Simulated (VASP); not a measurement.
Output of a VASP run:

### OSZICAR
```
       N       E                     dE             d eps       ncg     rms          rms(c)
DAV:   1     0.429395135762E+03    0.42940E+03   -0.41546E+04  2990   0.714E+02
DAV:   2     0.157875554248E+01   -0.42782E+03   -0.40622E+03  2657   0.215E+02
DAV:   3    -0.583839870919E+02   -0.59963E+02   -0.58439E+02  3428   0.434E+01
DAV:   4    -0.685883872740E+02   -0.10204E+02   -0.10063E+02  3852   0.183E+01
DAV:   5    -0.698560771114E+02   -0.12677E+01   -0.12671E+01  3468   0.512E+00    0.759E+01
DAV:   6    -0.653612446154E+02    0.44948E+01   -0.21362E+01  2964   0.126E+01    0.334E+01
DAV:   7    -0.675839462294E+02   -0.22227E+01   -0.32322E+01  3421   0.104E+01    0.392E+01
DAV:   8    -0.620077166448E+02    0.55762E+01   -0.11512E+01  3276   0.656E+00    0.934E+00
DAV:   9    -0.617907174917E+02    0.21700E+00   -0.25974E+00  3188   0.272E+00    0.581E+00
DAV:  10    -0.617678482801E+02    0.22869E-01   -0.18558E-01  3180   0.928E-01    0.421E+00
DAV:  11    -0.617426507228E+02    0.25198E-01   -0.12975E-01  2908   0.124E+00    0.233E+00
DAV:  12    -0.617261477555E+02    0.16503E-01   -0.81810E-02  3236   0.599E-01    0.615E-01
DAV:  13    -0.617276340571E+02   -0.14863E-02   -0.94115E-03  3108   0.174E-01    0.494E-01
DAV:  14    -0.617291419628E+02   -0.15079E-02   -0.74739E-04  2924   0.787E-02    0.330E-01
DAV:  15    -0.617330068244E+02   -0.38649E-02   -0.23415E-03  2716   0.130E-01    0.961E-02
DAV:  16    -0.617340455433E+02   -0.10387E-02   -0.37220E-04  3324   0.422E-02    0.700E-02
DAV:  17    -0.617352564245E+02   -0.12109E-02   -0.42694E-04  2900   0.437E-02    0.882E-02
DAV:  18    -0.617354334932E+02   -0.17707E-03   -0.11077E-04  3132   0.176E-02    0.352E-02
DAV:  19    -0.617355421476E+02   -0.10865E-03   -0.26712E-05  2620   0.101E-02    0.266E-02
DAV:  20    -0.617356170336E+02   -0.74886E-04   -0.34684E-05  2508   0.108E-02    0.120E-02
DAV:  21    -0.617356363273E+02   -0.19294E-04   -0.41308E-06  2508   0.423E-03    0.639E-03
DAV:  22    -0.617356601303E+02   -0.23803E-04   -0.11435E-05  2204   0.490E-03    0.603E-03
DAV:  23    -0.617356811662E+02   -0.21036E-04   -0.33590E-06  2532   0.244E-03    0.556E-03
DAV:  24    -0.617357085175E+02   -0.27351E-04   -0.17238E-06  2382   0.246E-03    0.210E-03
DAV:  25    -0.617357308143E+02   -0.22297E-04   -0.67583E-07  2252   0.144E-03    0.196E-03
DAV:  26    -0.617357432425E+02   -0.12428E-04   -0.35609E-07  2140   0.813E-04    0.127E-03
DAV:  27    -0.617357498197E+02   -0.65772E-05   -0.17774E-07  1956   0.652E-04    0.631E-04
DAV:  28    -0.617357523700E+02   -0.25503E-05   -0.10577E-07  1932   0.447E-04    0.214E-04
DAV:  29    -0.617357536156E+02   -0.12455E-05   -0.98098E-08  1860   0.309E-04    0.139E-04
DAV:  30    -0.617357537703E+02   -0.15474E-06   -0.34870E-08  1748   0.203E-04
   1 F= -.61735754E+02 E0= -.61355164E+02  d E =-.761180E+00
```

OUTCAR:
```
------------------------ aborting loop because EDIFF is reached ----------------------------------------
  FORCE on cell =-STRESS in cart. coord.  units (eV):
  Direction    XX          YY          ZZ          XY          YZ          ZX
  --------------------------------------------------------------------------------------
  Total      -12.8479892    -13.8487920     -9.5705061     -0.7856492     -0.6304715      0.1203146
  in kB      -21.5938772    -23.2759469    -16.0853446     -1.3204567     -1.0596464      0.2022151
  external PRESSURE =     -20.3183896 kB  Pullay stress =       0.0000000 kB
  volume of cell :      953.27
      direct lattice vectors                 reciprocal lattice vectors
     6.403753000  0.000000000  0.000000000     0.156158428 -0.080036804  0.000000000
     3.201876000  6.247125000  0.000000000     0.000000000  0.160073634  0.000000000
     0.000000000  0.000000000 23.828700000     0.000000000  0.000000000  0.041966200
 POSITION                                       TOTAL-FORCE (eV/Angst)
 -----------------------------------------------------------------------------------
      5.29834      0.97142      8.00001         0.139894      0.092061      0.742272
      3.16376      3.82147      8.86980        -0.193019     -0.037341      0.452542
      2.09646      0.42439      9.73970        -0.053689      0.081545      0.154765
      6.36563      3.27444     10.60949         0.022430     -0.097217      0.007377
      8.50022      6.12449     11.47940         0.154237      0.041481     -0.134939
      3.16376      2.72741     12.34930        -0.154237     -0.041481      0.134939
      5.29835      5.57746     13.21909        -0.022430      0.097217     -0.007377
      6.36563      2.18038     14.08900         0.053689     -0.081545     -0.154765
      8.50022      5.03043     14.95880         0.193019      0.037341     -0.452542
      3.16376      1.63336     15.82869        -0.139894     -0.092061     -0.742272
 -----------------------------------------------------------------------------------
    total drift:                                0.012180      0.002373      0.267242
  FREE ENERGIE OF THE ION-ELECTRON SYSTEM (eV)
  ---------------------------------------------------
  free  energy   TOTEN  =       -61.7357537703 eV

  energy  without entropy=      -60.9745739716  energy(sigma->0) =      -61.35516387
```
(Selected blocks of OUTCAR.)

### POSCAR
```
Y
1
    6.4037530000     0.0000000000     0.0000000000
    3.2018760000     6.2471250000     0.0000000000
    0.0000000000     0.0000000000    23.8287000000
Y
10
Direct
  0.7496320000   0.1554980000   0.3357300000
  0.1881900000   0.6117160000   0.3722320000
  0.2934140000   0.0679330000   0.4087380000
  0.7319720000   0.5241510000   0.4452400000
  0.8371960000   0.9803690000   0.4817470000
  0.2757540000   0.4365870000   0.5182530000
  0.3809790000   0.8928050000   0.5547550000
  0.8195360000   0.3490220000   0.5912620000
  0.9247610000   0.8052400000   0.6277640000
  0.3633190000   0.2614580000   0.6642700000
```

Question: Write an INCAR and KPOINTS that could have produced this output.

Answer: Several could match; the one computed here: the input of the run itself, PBEsol GGA, plane waves, VASP's PBE PAW potentials (set 64).

### INCAR
```
SYSTEM = Y
PREC = Accurate
ENCUT = 300
EDIFF = 1E-6
NELM = 100
ALGO = Normal
LREAL = .FALSE.
LASPH = .TRUE.
ISMEAR = -1
SIGMA = 0.1
GGA = PS
LMAXMIX = 4
LWAVE = .FALSE.
LCHARG = .FALSE.
ISIF = 2
LDIPOL = .TRUE.
IDIPOL = 3
DIPOL = 0.5 0.5 0.5
NBANDS = 87
```

KPOINTS:
```
Automatic mesh
0
Gamma
5 5 1
0 0 0
```

POTCAR, in this order: Y_sv (PBE.64 set). Program: vasp_std.

At this cut-off the stress carries a Pulay error, which pulls relaxed volumes low. The cell holds a wide vacuum, so values per volume refer to the whole cell.

The cell is a sheet with vacuum, built from a database entry that may be metastable or hypothetical.
